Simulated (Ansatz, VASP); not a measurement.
Ta4O: VASP beside Ansatz

```
CELL_PARAMETERS angstrom
3.25750 0.00000 0.00000
0.00000 3.25750 0.00000
0.00000 0.00000 7.40934
ATOMIC_POSITIONS crystal
Ta 0.00000 0.00000 0.50000
Ta 0.50000 0.50000 0.78316
Ta 0.50000 0.50000 0.21684
Ta 0.00000 0.00000 0.00000
O 0.50000 0.50000 0.50000
```

Alike in both runs: task single point; functional PBE; k mesh 6 × 6 × 3; occupations gaussian, width 0.1 eV; no spin polarisation.

```csv
,VASP,Ansatz
version,VASP 6.6.1,Ansatz 0.2.0
potentials or method,"VASP PAW PBE potentials, release 64 (Ta_pv, O)","scalar-relativistic, plane waves, PAW"
plane-wave cutoff (eV),520,420
valence electrons in the cell,50,58
```

|  | VASP | Ansatz | Ansatz less VASP |
| --- | --- | --- | --- |
| gap on the k mesh at the Fermi level (eV) | none | none | - |
| pressure (GPa) | -0.5 | -0.8 | -0.23 |
| largest component of the traceless stress (GPa) | 0.32 | 0.43 | +0.110 |
| rms of the force components (eV/Å) | 0.027 | 0.039 | +0.0126 |

Atom by atom the forces differ by 0.013 eV/Å (rms over components). A gap of «none» marks a metal or a gap that the smearing closes. The two sets of potentials don't hold the same shells in valence.

Spin-orbit coupling is left out, which matters for the levels of Ta.
